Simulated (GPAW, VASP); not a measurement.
This is a calculation of TaV for GPAW 26.7.0 (ASE script). Atoms were shifted at random by some hundredths of an Å from the given cell, which wasn't relaxed again for these runs. The cell comes from a database or a generator and needn't be the stable form of this composition.

File run.py:

```python
from ase.dft.bandgap import bandgap
from ase.io import read, write
from ase.units import GPa
from gpaw import GPAW, PW

atoms = read('POSCAR')
atoms.set_initial_magnetic_moments([0.0, 2.0])

calc = GPAW(mode=PW(600),
            xc='PBE',
            kpts={'size': (10, 10, 6), 'gamma': True},
            occupations={'name': 'fermi-dirac', 'width': 0.05},
            nbands=26,
            convergence={'density': 1e-05, 'energy': 1e-05},
            maxiter=150,
            txt='gpaw.txt')
atoms.calc = calc
energy = atoms.get_potential_energy()
forces = atoms.get_forces()
stress = atoms.get_stress()
calc.write('gs.gpw')
write('result.traj', atoms)
print(f'Energy: {energy:.6f} eV')
print('Forces (eV/A):')
print(forces.round(4))
print('Stress (GPa):', (stress / GPa).round(3))
print('Moments:', calc.get_magnetic_moments().round(3))
print('Fermi level:', round(calc.get_fermi_level(), 4), 'eV')
print(f'Gap: {bandgap(calc)[0]:.4f} eV, direct: {bandgap(calc, direct=True)[0]:.4f} eV')
```

Contents of POSCAR:

```
TaV
1.0
    1.6067000000     -2.3077750000      0.0000000000
    1.6067000000      2.3077750000      0.0000000000
    0.0000000000      0.0000000000      4.3413610000
Ta V
1 1
Direct
    0.0064700000      0.0089080000      0.0011390000
    0.5033660000      0.4969110000      0.4959410000
```

Potentials or basis: GPAW PAW data sets (gpaw-data 1.2.1), pw.

Launch:

```console
$ OMP_NUM_THREADS=1 python run.py
```

Q: Set up the same calculation for VASP 6.6.1. Potentials or basis there: PBE PAW files Ta_pv, V_sv, 520 eV.

A: As run (cutoffs and basis follow the program's own potentials, and thresholds, step limits or extra output files can differ):

File INCAR:

```
SYSTEM = TaV
PREC = Accurate
ENCUT = 520
EDIFF = 1E-7
ISMEAR = -1
SIGMA = 0.05
LREAL = .FALSE.
LASPH = .TRUE.
NELM = 120
ALGO = Normal
ISIF = 2
LWAVE = .FALSE.
LCHARG = .TRUE.
ISPIN = 2
MAGMOM = 0 2
LORBIT = 11
LMAXMIX = 4
GGA = PE
LELF = .TRUE.
LVHAR = .TRUE.
NBANDS = 23
```

The input KPOINTS:

```
regular mesh
0
G
  10 10 6
  0 0 0
```

File POSCAR:

```
TaV
1.0
    1.6067000000     -2.3077750000      0.0000000000
    1.6067000000      2.3077750000      0.0000000000
    0.0000000000      0.0000000000      4.3413610000
Ta V
1 1
Direct
    0.0064700000      0.0089080000      0.0011390000
    0.5033660000      0.4969110000      0.4959410000
```

Potentials or basis: VASP PAW PBE potentials, release 64 (Ta_pv, V_sv).

The run is started by

```console
$ cat potpaw_PBE.64/Ta_pv/POTCAR potpaw_PBE.64/V_sv/POTCAR > POTCAR
$ mpirun -np 1 vasp_std > vasp.out
```

Both were run:

|  | GPAW | VASP |
| --- | --- | --- |
| Pressure | 0.6 GPa | 0.2 GPa |
| Largest force | 0.204 eV/Å | 0.200 eV/Å |
| Net moment | 0.00 μB per cell | 0.00 μB per cell |

The potentials hold 26 and 24 valence electrons a cell.

The magnetic state is the one that the start led to; the real crystal's order can differ.

Pressure is positive in compression.
